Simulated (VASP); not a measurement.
## GeMo with PBE + D3(BJ): from relaxation to properties

What structure does GeMo take at this level, and what are its properties? The steps: first try, rough relaxation of the start cell, relaxing cell and atoms (PBE + D3(BJ)), density, ELF and potential (PBE + D3(BJ)), bands along the symmetry lines (PBE + D3(BJ)), total and projected DOS (PBE + D3(BJ)), core levels (PBE + D3(BJ)), volume scan with PBE + D3(BJ), fit for PBE + D3(BJ) and a single point (PBE + D3(BJ)), changed input. The cell is invented: it takes the structure of a Materials Project entry for TiMo (space group 65 there), with some of its atoms replaced by other elements, volume scaled by an estimate. It may not be a known or stable phase.

Program: VASP 6.6.1. Level of theory: PBE with D3(BJ); plane waves and PAW (Mo_sv, Ge_d); invented cell. Results are calculated unless marked as measured.

## (1) The structure

It takes space group Cmmm (No. 65, orthorhombic). The conventional cell has a = 3.125 Å, b = 4.628 Å, c = 4.168 Å, α = 90.00°, β = 90.00°, γ = 90.00°. Mo has 4 Ge at 2.60 Å and 4 Mo at 2.79 Å nearest. Nearest to Ge lie 4 Mo at 2.60 Å and 4 Ge at 2.79 Å. It derives from TiMo. it takes the structure of a Materials Project entry for TiMo (space group 65 there), with some of its atoms replaced by other elements, volume scaled by an estimate. Farther neighbours are not listed.

Structure file:

```xyz
2
Lattice="1.5624 -2.3142 0.0000 1.5624 2.3142 0.0000 0.0000 0.0000 4.1675" Properties=species:S:1:pos:R:3 pbc="T T T"
Mo    0.0000    0.0000    0.0000
Ge    1.5624    0.0000    2.0838
```

## (2) First try

This run is made with a changed input; what comes of it follows.

Input file INCAR:

```
SYSTEM = GeMo
PREC = Accurate
ENCUT = 410
EDIFF = 1E-06
NELM = 57
ISMEAR = 0
SIGMA = 0.05
LREAL = .FALSE.
ALGO = Normal
GGA = XX
IVDW = 12
NBANDS = 20
LORBIT = 11
LWAVE = .FALSE.
LCHARG = .FALSE.
IBRION = 2
NSW = 30
ISIF = 3
EDIFFG = -0.01
```

Input file POSCAR:

```
GeMo
1.0
    1.5623790000     -2.3142200000      0.0000000000
    1.5623790000      2.3142200000      0.0000000000
    0.0000000000      0.0000000000      4.1675180000
Mo Ge
1 1
Direct
    0.0000000000      0.0000000000      0.0000000000
    0.5000000000      0.5000000000      0.5000000000
```

Input file KPOINTS:

```
Automatic mesh
0
Gamma
10 10 7
0 0 0
```

The projector-augmented-wave data sets are Mo_sv and Ge_d (PBE family, release 64).

On the command line:

```bash
$ mpirun -np 1 vasp_std
```

Output:

```text
[banner, memory and clock lines left out]
running    1 mpi-ranks, on    1 nodes
[...]
|                                                                             |
|     EEEEEEE  RRRRRR   RRRRRR   OOOOOOO  RRRRRR      ###     ###     ###     |
|     E        R     R  R     R  O     O  R     R     ###     ###     ###     |
|     E        R     R  R     R  O     O  R     R     ###     ###     ###     |
|     EEEEE    RRRRRR   RRRRRR   O     O  RRRRRR       #       #       #      |
|     E        R   R    R   R    O     O  R   R                               |
|     E        R    R   R    R   O     O  R    R      ###     ###     ###     |
|     EEEEEEE  R     R  R     R  OOOOOOO  R     R     ###     ###     ###     |
|                                                                             |
|     Error: One of the selected functionals does not exist.                  |
|                                                                             |
|       ---->  I REFUSE TO CONTINUE WITH THIS SICK JOB ... BYE!!! <----       |
|                                                                             |

1
```

Run time: 1 s. Hardware: 1 MPI rank of AMD EPYC 7R43, shared host.

Lines that name or quote the potential files are left out of all logs, and their timing lines are given in words.

The input was rejected at the start.

VASP's message: “Error: One of the selected functionals does not exist.”. No number of this run is used.

The fault in the input: unknown functional word (GGA = "XX"). Use a GGA word that VASP lists.

## (3) Rough relaxation of the start cell

The start is only an estimate, so a cheap relaxation brings it near a minimum before any careful run.

Input file INCAR:

```
SYSTEM = GeMo
PREC = Normal
ENCUT = 410
EDIFF = 1E-05
NELM = 60
ISMEAR = 0
SIGMA = 0.05
LREAL = .FALSE.
ALGO = Fast
GGA = PE
IVDW = 12
NBANDS = 20
LORBIT = 11
LWAVE = .FALSE.
LCHARG = .FALSE.
IBRION = 2
NSW = 40
ISIF = 3
EDIFFG = -0.04
```

POSCAR is that of step 2.

Input file KPOINTS:

```
Automatic mesh
0
Gamma
6 6 4
0 0 0
```

On the command line:

```bash
$ mpirun -np 1 vasp_std
```

Output:

```text
[banner, memory and clock lines left out]
running    1 mpi-ranks, on    1 nodes
 distrk:  each k-point on    1 cores,    1 groups
 distr:  one band on    1 cores,    1 groups

 POSCAR found type information on POSCAR MoGe
 POSCAR found :  2 types and       2 ions
 LDA part: xc-table for (Slater+PW92), standard interpolation
 POSCAR, INCAR and KPOINTS ok, starting setup
 FFT: planning ... GRIDC
 FFT: planning ... GRID_SOFT
 FFT: planning ... GRID
 WAVECAR not read
 entering main loop
       N       E                     dE             d eps       ncg     rms          rms(c)
DAV:   1     0.196427478130E+03    0.19643E+03   -0.13025E+04  1900   0.296E+03
DAV:   2     0.422439583101E+00   -0.19601E+03   -0.18971E+03  1608   0.590E+02
DAV:   3    -0.153699022389E+02   -0.15792E+02   -0.15503E+02  1692   0.111E+02
DAV:   4    -0.157007119153E+02   -0.33081E+00   -0.32842E+00  1780   0.166E+01
DAV:   5    -0.157049384116E+02   -0.42265E-02   -0.42263E-02  1708   0.209E+00    0.149E+01
RMM:   6    -0.151718645901E+02    0.53307E+00   -0.12247E+00  1766   0.730E+00    0.433E+00
RMM:   7    -0.150943285378E+02    0.77536E-01   -0.12684E-01  1825   0.338E+00    0.211E+00
RMM:   8    -0.150803258519E+02    0.14003E-01   -0.42556E-02  1787   0.142E+00    0.349E-01
RMM:   9    -0.150795076093E+02    0.81824E-03   -0.61329E-03  1788   0.965E-01    0.892E-02
RMM:  10    -0.150795640281E+02   -0.56419E-04   -0.95841E-04  1846   0.292E-01    0.560E-02
RMM:  11    -0.150795800269E+02   -0.15999E-04   -0.18217E-04  1614   0.124E-01    0.207E-02
RMM:  12    -0.150795865654E+02   -0.65385E-05   -0.33900E-05  1208   0.552E-02
   1 F= -.16243300E+02 E0= -.16242583E+02  d E =-.162433E+02
 curvature:   0.00 expect dE= 0.000E+00 dE for cont linesearch  0.000E+00
 trial: gam= 0.00000 g(F)=  0.661E-59 g(S)=  0.444E-01 ort = 0.000E+00 (trialstep = 0.100E+01)
 search vector abs. value=  0.444E-01
 bond charge predicted
       N       E                     dE             d eps       ncg     rms          rms(c)
DAV:   1    -0.155109112720E+02   -0.43133E+00   -0.10279E+01  1756   0.364E+01    0.429E+00
RMM:   2    -0.151972419742E+02    0.31367E+00   -0.45922E-01  1777   0.704E+00    0.174E+00
RMM:   3    -0.151264079223E+02    0.70834E-01   -0.10407E-01  1814   0.328E+00    0.758E-01
RMM:   4    -0.151163433985E+02    0.10065E-01   -0.29563E-02  1856   0.150E+00    0.359E-01
RMM:   5    -0.151156000170E+02    0.74338E-03   -0.44571E-03  1754   0.712E-01    0.841E-02
RMM:   6    -0.151156368591E+02   -0.36842E-04   -0.95524E-04  1866   0.301E-01    0.413E-02
RMM:   7    -0.151156500999E+02   -0.13241E-04   -0.17380E-04  1598   0.122E-01    0.236E-02
RMM:   8    -0.151156538430E+02   -0.37430E-05   -0.40870E-05  1198   0.566E-02
   2 F= -.16254587E+02 E0= -.16253681E+02  d E =-.112861E-01
[...]
3 F= -.16256877E+02 E0= -.16255776E+02  d E =-.135763E-01
[...]
4 F= -.16256893E+02 E0= -.16255795E+02  d E =-.135925E-01
[...]
5 F= -.16256459E+02 E0= -.16255463E+02  d E =0.434409E-03
[...]
6 F= -.16257968E+02 E0= -.16256924E+02  d E =-.107549E-02
[...]
7 F= -.16257964E+02 E0= -.16256923E+02  d E =-.107098E-02
[...]
8 F= -.16258531E+02 E0= -.16257507E+02  d E =-.566776E-03
 trial-energy change:   -0.000567  1 .order   -0.000621   -0.000974   -0.000269
 step:   1.1652(harm=  1.1652)  dis= 0.00000  next Energy=   -16.258636 (dE=-0.672E-03)
 bond charge predicted
       N       E                     dE             d eps       ncg     rms          rms(c)
DAV:   1    -0.151048299115E+02   -0.85210E-03   -0.28509E-02  1764   0.157E+00    0.185E-01
RMM:   2    -0.151042397325E+02    0.59018E-03   -0.58052E-04  1789   0.234E-01    0.102E-01
RMM:   3    -0.151040130949E+02    0.22664E-03   -0.27772E-04  1713   0.144E-01    0.209E-02
RMM:   4    -0.151040114443E+02    0.16505E-05   -0.33624E-05  1373   0.581E-02
   9 F= -.16258557E+02 E0= -.16257547E+02  d E =-.593518E-03
 curvature:  -0.81 expect dE=-0.694E-04 dE for cont linesearch -0.245E-06
 trial: gam=-0.06722 g(F)=  0.455E-59 g(S)=  0.853E-04 ort =-0.220E-04 (trialstep = 0.908E+00)
 search vector abs. value=  0.956E-04
 reached required accuracy - stopping structural energy minimisation
```

Run time: 47 s. Hardware: 1 MPI rank; peak memory 0.1 GiB.

From OUTCAR (step 3):

```text
ion  position               nearest neighbor table
   1  0.000  0.000  0.000-   2 2.60   2 2.60   2 2.60   2 2.60   2 3.11   2 3.11   2 3.11   2 3.11

  LATTYP: Found a base centered orthorhombic cell.
 ALAT       =     3.1247580000
 B/A-ratio  =     1.4812155053
 C/A-ratio  =     1.3337090424

 Subroutine GETGRP returns: Found  8 space group operations
 (whereof  8 operations were pure point group operations)

The static configuration has the point symmetry D_2h.

 Found     39 irreducible k-points:

   k-points           NKPTS =     39   k-points in BZ     NKDIM =     39   number of bands    NBANDS=     20

   dimension x,y,z NGX =    14 NGY =   14 NGZ =   24
   dimension x,y,z NGXF=    28 NGYF=   28 NGZF=   48

   ENCUT  =  410.0 eV  30.13 Ry    5.49 a.u.   4.61  4.61  6.88*2*pi/ulx,y,z

   NELECT =      28.0000    total number of electrons

 k-points in reciprocal lattice and weights: Automatic mesh
   0.00000000  0.00000000  0.00000000       0.007
   0.16666667  0.00000000  0.00000000       0.028
   0.33333333 -0.00000000  0.00000000       0.028
   0.50000000 -0.00000000  0.00000000       0.014
   0.16666667  0.16666667  0.00000000       0.014
   0.33333333  0.16666667  0.00000000       0.028
   0.50000000  0.16666667  0.00000000       0.028
  -0.33333333  0.16666667  0.00000000       0.028
  -0.16666667  0.16666667  0.00000000       0.014
[...]
-0.33333333  0.33333333  0.50000000       0.014
   0.50000000  0.50000000  0.50000000       0.007

 Edisp (eV)   -1.15456

 average (electrostatic) potential at core
       1 -70.4989       2 -68.2401

 E-fermi :  11.2980

 k-point     1 :       0.0000    0.0000    0.0000
  band No.  band energies     occupation
    ...
      9     -13.5092      2.00000
     10      -1.7257      2.00000
     11       6.9595      2.00000
     12       8.6940      2.00000
     13       8.9815      2.00000
     14      11.5314      0.00000
     15      11.8516      0.00000
     16      12.8914      0.00000
     17      16.7941      0.00000
     18      17.4622      0.00000
    ...

 k-point     2 :       0.1667    0.0000    0.0000
  band No.  band energies     occupation
    ...
      9     -13.5057      2.00000
     10      -1.0876      2.00000
     11       7.5481      2.00000
     12       7.8425      2.00000
     13       8.8334      2.00000
     14      11.6044      0.00000
     15      12.4355      0.00000
     16      13.2945      0.00000
     17      14.2689      0.00000
     18      17.1946      0.00000
    ...

 k-point     3 :       0.3333   -0.0000    0.0000
  band No.  band energies     occupation
    ...
      9     -13.4763      2.00000
     10       0.7457      2.00000
     11       6.7413      2.00000
     12       7.1147      2.00000
     13       7.8747      2.00000
     14      12.0943      0.00000
     15      12.4809      0.00000
     16      13.2889      0.00000
     17      15.5018      0.00000
     18      16.4449      0.00000
    ...

 Edisp (eV)   -1.15455

  Total       0.02045     0.00003     0.05584     0.00000     0.00000     0.00000
  in kB       1.07881     0.00178     2.94631     0.00000     0.00000     0.00000
  external pressure =        1.34 kB  Pullay stress =        0.00 kB

  energy-cutoff  :      410.00
  volume of cell :       30.37
      direct lattice vectors                 reciprocal lattice vectors
     1.589390656 -2.338826096  0.000000000     0.314585969 -0.213782462  0.000000000
     1.589390656  2.338826096  0.000000000     0.314585969  0.213782462  0.000000000
     0.000000000  0.000000000  4.084589578     0.000000000  0.000000000  0.244822639

 POSITION                                       TOTAL-FORCE (eV/Angst)
 -----------------------------------------------------------------------------------
      1.58939      2.33883      0.00000        -0.000000      0.000000      0.000000
      1.58939      0.00000      2.04229         0.000000     -0.000000      0.000000
 -----------------------------------------------------------------------------------
    total drift:                               -0.000000     -0.000000     -0.000000

  FREE ENERGIE OF THE ION-ELECTRON SYSTEM (eV)
  ---------------------------------------------------
  free  energy   TOTEN  =       -16.2585574457 eV

  energy  without entropy=      -16.2565371809  energy(sigma->0) =      -16.25754731

 reached required accuracy - stopping structural energy minimisation

 total charge
# of ion       s       p       d       tot
------------------------------------------
    1        2.296   6.163   4.051  12.510
    2        1.152   1.210  10.102  12.464
--------------------------------------------------
tot          3.448   7.373  14.153  24.974

[... 3 further parts left out ...]
```

CONTCAR:

```
GeMo
   1.00000000000000
     1.5893906564495177   -2.3388260960825891    0.0000000000000000
     1.5893906564495177    2.3388260960825891    0.0000000000000000
     0.0000000000000000    0.0000000000000000    4.0845895781775345
  Mo              Ge
     1     1
Direct
     0.0000000000000000    1.0000000000000000    0.0000000000000000
     0.5000000000000000    0.5000000000000000    0.5000000000000000
```

The k-mesh is coarse for a metal. This relaxation is a rough one on cheap settings, only to bring the start near its minimum. Dispersion corrections of this kind ignore metallic screening and tend to overbind metals. The run keeps the 8 symmetry operations of its start, so it cannot find a distortion of lower symmetry.

Step by step:

| step | energy less that of the first step (eV) | largest force (eV/Å) | pressure (GPa) | volume (Å³) |
| --- | --- | --- | --- | --- |
| 1 | 0.0000 | 0.0000 | 1.56 | 30.14 |
| 2 | -0.0113 | 0.0000 | -2.23 | 30.77 |
| 3 | -0.0136 | 0.0000 | -1.03 | 30.56 |
| 4 | -0.0136 | 0.0000 | -1.25 | 30.57 |
| 5 | -0.0132 | 0.0000 | 2.26 | 30.16 |
| 6 | -0.0147 | 0.0000 | 0.12 | 30.37 |
| 7 | -0.0147 | 0.0000 | 0.32 | 30.37 |
| 8 | -0.0152 | 0.0000 | 0.45 | 30.37 |
| 9 | -0.0153 | 0.0000 | 0.13 | 30.37 |

| conventional cell, symmetrised | before | after | change |
| --- | --- | --- | --- |
| a (Å) | 3.125 | 3.179 | +1.7 % |
| b (Å) | 4.628 | 4.678 | +1.1 % |
| c (Å) | 4.168 | 4.085 | -2.0 % |
| volume (Å³/atom) | 15.07 | 15.18 | +0.8 % |

Final coordinates:

```
Mo Ge
1.0
     1.58939   -2.33883    0.00000
     1.58939    2.33883    0.00000
     0.00000    0.00000    4.08459
Mo Ge
1 1
Direct
  0.00000 0.00000 0.00000
  0.50000 0.50000 0.50000
```

This step gave:

```yaml
electrons: 28
bands: 20
irreducible_k_points: 39
symmetry_operations: 8
free_energy_toten: -16.26 eV
energy_at_zero_smearing: -16.26 eV
fermi_energy: 11.30 eV
pressure: 0.1342 GPa
metallic: yes
scf_cycles_over_all_ionic_steps: 58
```

It ends with forces that vanish by symmetry and a pressure of 0.13 GPa.

(Part 1 of 5 ends here.)

[Lines on the potential files, build, host, timing and source positions are cut from VASP's logs without a mark.]

[Logs are printed without paths, hosts, clocks, repeated set-up lines and the standing remarks that a program may print on its own settings, such as how far it seeks lower states.]

[Hosts, paths, dates, database ids (printed as entryN), source tags and the programs' standing remarks are cut or masked in the printed files.]

[A measured line is paired with the nearest computed mode of its activity, which favours agreement.]
